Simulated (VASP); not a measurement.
Data:

```
CELL_PARAMETERS angstrom
      0.00000     2.35664     2.35664
      2.35664     0.00000     2.35664
      2.35664     2.35664     0.00000
ATOMIC_POSITIONS crystal
  Zr 0.00000 0.00000 0.00000
  C  0.50000 0.50000 0.50000
```

Computed with r2SCAN meta-GGA, VASP's PBE PAW potentials (set 64) (plane waves; VASP). Numerical set-up: PREC = Normal, EDIFF = 1E-5, 450 eV cut-off, 15×15×15 Γ-centred mesh, first-order Methfessel-Paxton smearing of 0.10 eV, potentials Zr_sv C.

Question: Estimate the energy per atom (σ→0), band gap (on the k-mesh) with the smallest direct gap where there is one.

Answer: 
```
Item                                                         Value
------------------------  ----------------------------------------
band gap (on the k-mesh)  none (metal, semimetal or under 0.01 eV)
energy per atom (σ→0)                              -17.364 eV/atom
```

Total energies compare only between runs with the same potentials, cut-off and functional.

The compound is ZrC in the rock salt structure. It was relaxed first.
